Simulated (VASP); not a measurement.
OSZICAR of a VASP run on AlGa3N4 (ordered alloy cell):

### OSZICAR
```
       N       E                     dE             d eps       ncg     rms          rms(c)
DAV:   1     0.625575185796E+03    0.62558E+03   -0.29607E+04  4378   0.284E+03
DAV:   2     0.461739681684E+02   -0.57940E+03   -0.55849E+03  4452   0.651E+02
DAV:   3    -0.552605602657E+02   -0.10143E+03   -0.98369E+02  4595   0.201E+02
DAV:   4    -0.625723049038E+02   -0.73117E+01   -0.72551E+01  5528   0.555E+01
DAV:   5    -0.627535556990E+02   -0.18125E+00   -0.18092E+00  4975   0.845E+00    0.150E+01
DAV:   6    -0.548477906590E+02    0.79058E+01   -0.30070E+01  7510   0.636E+01    0.463E+00
DAV:   7    -0.550488407816E+02   -0.20105E+00   -0.38299E+00  4562   0.123E+01    0.382E+00
DAV:   8    -0.549915394047E+02    0.57301E-01   -0.58912E-01  6173   0.106E+01    0.102E+00
DAV:   9    -0.549565006962E+02    0.35039E-01   -0.18190E-01  6610   0.713E+00    0.411E-01
DAV:  10    -0.549575132562E+02   -0.10126E-02   -0.15739E-02  4682   0.116E+00    0.193E-01
DAV:  11    -0.549576231354E+02   -0.10988E-03   -0.14792E-03  5796   0.980E-01    0.531E-02
DAV:  12    -0.549576386253E+02   -0.15490E-04   -0.42072E-04  6667   0.442E-01    0.166E-02
DAV:  13    -0.549576514789E+02   -0.12854E-04   -0.12676E-04  4932   0.909E-02    0.108E-02
DAV:  14    -0.549576526451E+02   -0.11661E-05   -0.69142E-06  6020   0.245E-02    0.617E-03
DAV:  15    -0.549576525494E+02    0.95615E-07   -0.12019E-06  6410   0.357E-02    0.213E-03
DAV:  16    -0.549576526023E+02   -0.52836E-07   -0.77990E-07  4397   0.767E-03
   1 F= -.54957653E+02 E0= -.54957653E+02  d E =0.000000E+00
```

**Question.** Which electronic solver shows in the log?

**Answer.** It is blocked Davidson (ALGO = Normal, or the opening steps of other solvers). The INCAR had ALGO = Normal.

**Question.** Can the final energy be trusted as converged?

**Answer.** The calculation finished and met its thresholds. It stopped with EDIFF = 1E-7, NELM = 100 (PBEsol GGA, plane waves, VASP's PBE PAW potentials (set 64)).

The structure was generated: AlGa3N4 was put into an ordered model structure (Amm2), which need not be its known phase. It was relaxed first.
